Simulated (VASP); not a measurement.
Output of a VASP run:

OSZICAR:
```
       N       E                     dE             d eps       ncg     rms          rms(c)
DAV:   1     0.911371244516E+02    0.91137E+02   -0.82762E+03  2456   0.128E+03
DAV:   2     0.232975710694E+01   -0.88807E+02   -0.87394E+02  3158   0.545E+02
DAV:   3    -0.247786236124E+01   -0.48076E+01   -0.45873E+01  3634   0.940E+01
DAV:   4    -0.271381476894E+01   -0.23595E+00   -0.22919E+00  3854   0.138E+01
DAV:   5    -0.271997717769E+01   -0.61624E-02   -0.62875E-02  3730   0.234E+00    0.220E+01
DAV:   6    -0.275228156527E+01   -0.32304E-01   -0.30345E-02  3704   0.206E+00    0.132E+01
DAV:   7    -0.277454183247E+01   -0.22260E-01   -0.57070E-02  3596   0.321E+00    0.345E-01
DAV:   8    -0.277508442164E+01   -0.54259E-03   -0.36576E-03  3538   0.630E-01    0.208E-01
DAV:   9    -0.277523946582E+01   -0.15504E-03   -0.21572E-04  3037   0.150E-01    0.281E-02
DAV:  10    -0.277523542078E+01    0.40450E-05   -0.60939E-05  3688   0.930E-02    0.623E-02
DAV:  11    -0.277524174884E+01   -0.63281E-05   -0.90855E-06  2989   0.289E-02    0.237E-03
DAV:  12    -0.277524328694E+01   -0.15381E-05   -0.88205E-07  3679   0.114E-02    0.222E-03
DAV:  13    -0.277524301919E+01    0.26775E-06   -0.44256E-08  2022   0.299E-03    0.630E-04
DAV:  14    -0.277524303688E+01   -0.17690E-07   -0.12027E-08  1872   0.215E-03
   1 F= -.27752430E+01 E0= -.27752430E+01  d E =0.000000E+00
```

OUTCAR:
```
------------------------ aborting loop because EDIFF is reached ----------------------------------------
  FORCE on cell =-STRESS in cart. coord.  units (eV):
  Direction    XX          YY          ZZ          XY          YZ          ZX
  --------------------------------------------------------------------------------------
  Total       -0.0675682     -0.0675682      0.2007515     -0.0000000      0.0000000      0.0000000
  in kB       -1.6631903     -1.6631904      4.9414919     -0.0000000      0.0000000      0.0000000
  external PRESSURE =       0.5383704 kB  Pullay stress =       0.0000000 kB
  volume of cell :       65.09
      direct lattice vectors                 reciprocal lattice vectors
     1.825730510 -3.162258063  0.000000000     0.273862981 -0.158114863  0.000000000
     1.825730510  3.162258063  0.000000000     0.273862981  0.158114863  0.000000000
     0.000000000  0.000000000  5.636989449     0.000000000  0.000000000  0.177399658
 POSITION                                       TOTAL-FORCE (eV/Angst)
 -----------------------------------------------------------------------------------
      1.82573      1.05409      1.40925         0.000000      0.000000      0.000000
      1.82573     -1.05409      4.22774        -0.000000     -0.000000      0.000000
 -----------------------------------------------------------------------------------
    total drift:                                0.000000      0.000095     -0.000011
  FREE ENERGIE OF THE ION-ELECTRON SYSTEM (eV)
  ---------------------------------------------------
  free  energy   TOTEN  =        -2.7752430369 eV

  energy  without entropy=       -2.7752430369  energy(sigma->0) =       -2.77524304

 total charge

# of ion       s       p       d       tot
------------------------------------------
    1        0.462   6.424   1.092   7.978
    2        0.462   6.424   1.092   7.978
--------------------------------------------------
tot          0.923  12.848   2.184  15.955
```
(Selected blocks of OUTCAR.)

POSCAR:
```
Ho
1
    1.8257305103    -3.1622580626     0.0000000000
    1.8257305103     3.1622580626     0.0000000000
    0.0000000000     0.0000000000     5.6369894493
Ho
2
Direct
  0.3333330000   0.6666670000   0.2500000000
  0.6666670000   0.3333330000   0.7500000000
```

Q: Write an INCAR and KPOINTS that could have produced this output.

A: One answer among several that fit: the input of the run itself, vdW-DF2, plane waves, VASP's PBE PAW potentials (set 64).

### KPOINTS
```
Automatic mesh
0
Gamma
13 13 7
0 0 0
```

**INCAR**
```
SYSTEM = Ho
PREC = Accurate; ENCUT = 520; LREAL = .FALSE.
LASPH = .TRUE.
EDIFF = 1E-7; NELM = 100; ALGO = Normal
LMAXMIX = 6
ISMEAR = -5
GGA = ML; LUSE_VDW = .TRUE.; AGGAC = 0.0
ZAB_VDW = -1.8867
ISIF = 2
LWAVE = .FALSE.; LCHARG = .TRUE.; LORBIT = 11
NEDOS = 601
```

POTCAR, in this order: Ho_3 (PBE.64 set). Program: vasp_std.

The 4f electrons are frozen in the core of the lanthanide potential, so 4f levels, which can set the real gap, and their magnetism are missing. For a metal the tetrahedron method with Blöchl corrections gives inexact stress and forces.

The compound is Ho in the hcp structure. It was relaxed first.
